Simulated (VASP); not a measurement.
These are PBEsol GGA, VASP's PBE PAW potentials (set 64) (plane waves; VASP) values and carry that method's errors.

VASP ran on this input.

POSCAR:
```
Ga
1.0
  2.1798205320  -3.7249104417   0.0000000000
  2.1798205320   3.7249104417   0.0000000000
  0.0000000000   0.0000000000   4.3823761951
Ga
4
Direct
  0.1549673198   0.8450326802   0.9165802154
  0.3450326802   0.6549673198   0.4165802154
  0.6549673198   0.3450326802   0.5834197846
  0.8450326802   0.1549673198   0.0834197846
```

**INCAR**
```
SYSTEM = Ga
PREC = Accurate; ENCUT = 500; LREAL = .False.
LASPH = .True.
EDIFF = 1E-6; NELM = 100; ALGO = Normal
LMAXMIX = 4
ISMEAR = 1; SIGMA = 0.1
GGA = PS
IBRION = 2; NSW = 40; ISIF = 3
EDIFFG = -0.02; PSTRESS = 50
LWAVE = .False.; LCHARG = .False.
```

File KPOINTS:
```
Automatic mesh
0
Gamma
8 8 7
0 0 0
```

POTCAR, in this order: Ga_d (PBE.64 set). Program: vasp_std.

### Question
What will the output report for the number of irreducible k-points (NKPTS), largest plane-wave count, number of space-group operations, FFT grid (NGX, NGY, NGZ)?

### Answer

```yaml
number of irreducible k-points (NKPTS): 84
largest_plane_wave_count: 1823
number_of_space_group_operations: 8
FFT grid (NGX, NGY, NGZ): 32 × 32 × 32
```

The compound is Ga in the alpha structure. It was relaxed first under an external pressure of 5 GPa.
